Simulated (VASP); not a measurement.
These are PBE GGA with D3 dispersion (Becke-Johnson damping), VASP's PBE PAW potentials (set 64) (plane waves; VASP 6.6.1) values and carry that method's errors.

VASP input:

INCAR:
```
SYSTEM = InP
PREC = Accurate
ENCUT = 520
EDIFF = 1E-7
NELM = 100
ALGO = Normal
LREAL = .FALSE.
LASPH = .TRUE.
ISMEAR = 0
SIGMA = 0.05
GGA = PE
IVDW = 12
LMAXMIX = 4
LWAVE = .FALSE.
LCHARG = .FALSE.
ISIF = 2
```

File POSCAR:
```
InP
1.0
  0.0000000000   2.9750483651   2.9750483651
  2.9750483651   0.0000000000   2.9750483651
  2.9750483651   2.9750483651   0.0000000000
In P
1 1
Cart
  0.0000000000   0.0000000000   0.0000000000
  1.4875241826   1.4875241826   1.4875241826
```

**KPOINTS**
```
Automatic mesh
0
Gamma
8 8 8
0 0 0
```

POTCAR, in this order: In_d P (PBE.64 set). Program: vasp_std.

The run wrote:

**OSZICAR**
```
       N       E                     dE             d eps       ncg     rms          rms(c)
DAV:   1     0.114759776565E+03    0.11476E+03   -0.86337E+03   754   0.153E+03
DAV:   2    -0.368312582735E+00   -0.11513E+03   -0.11071E+03   784   0.328E+02
DAV:   3    -0.857258488906E+01   -0.82043E+01   -0.81513E+01   964   0.928E+01
DAV:   4    -0.879808864689E+01   -0.22550E+00   -0.22534E+00   913   0.170E+01
DAV:   5    -0.880949511505E+01   -0.11406E-01   -0.11406E-01  1098   0.324E+00    0.529E+00
DAV:   6    -0.842814623605E+01    0.38135E+00   -0.75093E-01  1105   0.151E+01    0.325E+00
DAV:   7    -0.840474626882E+01    0.23400E-01   -0.18888E-01  1026   0.361E+00    0.120E+00
DAV:   8    -0.840513725528E+01   -0.39099E-03   -0.15673E-02   962   0.181E+00    0.331E-01
DAV:   9    -0.840588761143E+01   -0.75036E-03   -0.23497E-03   935   0.730E-01    0.190E-01
DAV:  10    -0.840592885815E+01   -0.41247E-04   -0.20300E-04  1003   0.122E-01    0.131E-01
DAV:  11    -0.840598413190E+01   -0.55274E-04   -0.44095E-05   854   0.496E-02    0.445E-02
DAV:  12    -0.840599949222E+01   -0.15360E-04   -0.44882E-05   875   0.113E-01    0.202E-02
DAV:  13    -0.840599969421E+01   -0.20198E-06   -0.21473E-06   927   0.148E-02    0.175E-02
DAV:  14    -0.840599995088E+01   -0.25667E-06   -0.94658E-07   824   0.103E-02    0.562E-03
DAV:  15    -0.840600008906E+01   -0.13818E-06   -0.84518E-08   702   0.221E-03    0.282E-03
DAV:  16    -0.840600008809E+01    0.96452E-09   -0.13875E-08   447   0.212E-03
   1 F= -.90025595E+01 E0= -.90025595E+01  d E =-.107638E-12
```

### OUTCAR
```
------------------------ aborting loop because EDIFF is reached ----------------------------------------
 Edisp (eV)   -0.59656
  FORCE on cell =-STRESS in cart. coord.  units (eV):
  Direction    XX          YY          ZZ          XY          YZ          ZX
  --------------------------------------------------------------------------------------
  Total      -0.58965    -0.58965    -0.58965    -0.00000     0.00000    -0.00000
  in kB     -17.93870   -17.93870   -17.93870    -0.00000     0.00000    -0.00000
  external pressure =      -17.94 kB  Pullay stress =        0.00 kB
  volume of cell :       52.66
      direct lattice vectors                 reciprocal lattice vectors
     0.000000000  2.975048365  2.975048365    -0.168064495  0.168064495  0.168064495
     2.975048365  0.000000000  2.975048365     0.168064495 -0.168064495  0.168064495
     2.975048365  2.975048365  0.000000000     0.168064495  0.168064495 -0.168064495
  FREE ENERGIE OF THE ION-ELECTRON SYSTEM (eV)
  ---------------------------------------------------
  free  energy   TOTEN  =        -9.0025594758 eV

  energy  without entropy=       -9.0025594758  energy(sigma->0) =       -9.00255948
```
(Selected blocks of OUTCAR.)

The compound is InP in the zinc blende structure. This cell is one point of a volume scan, at 1.03 of the reference volume.
